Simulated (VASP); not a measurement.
Consider the following.

```
CELL_PARAMETERS angstrom
      3.79398     0.00000     0.00000
      0.00000     3.79398     0.00000
      0.00000     0.00000     7.86298
ATOMIC_POSITIONS crystal
  Dy 0.00000 0.50000 0.72639
  Dy 0.50000 0.00000 0.27361
  S  0.00000 0.50000 0.36800
  S  0.50000 0.00000 0.63200
  S  0.00000 0.00000 0.00000
  S  0.50000 0.50000 0.00000
```

Calculation: PBEsol GGA, VASP's PBE PAW potentials (set 64) (plane waves; VASP). Settings: 400 eV cut-off, 9×9×5 Γ-centred mesh, tetrahedra with Blöchl corrections, potentials Dy_3 S.

The 4f electrons are frozen in the core of the lanthanide potential, so 4f levels, which can set the real gap, and their magnetism are missing.

Problem. What does the run give for the energy per atom (σ→0), band gap (on the k-mesh) with the smallest direct gap where there is one?

Solution. 
```yaml
band gap (on the k-mesh): none (metal, semimetal or under 0.01 eV)
energy per atom (σ→0): -6.365 eV/atom
```

The structure comes from a computed database's DyS2 entry (P4/nmm); how it stands against other phases isn't given here. It was relaxed first.
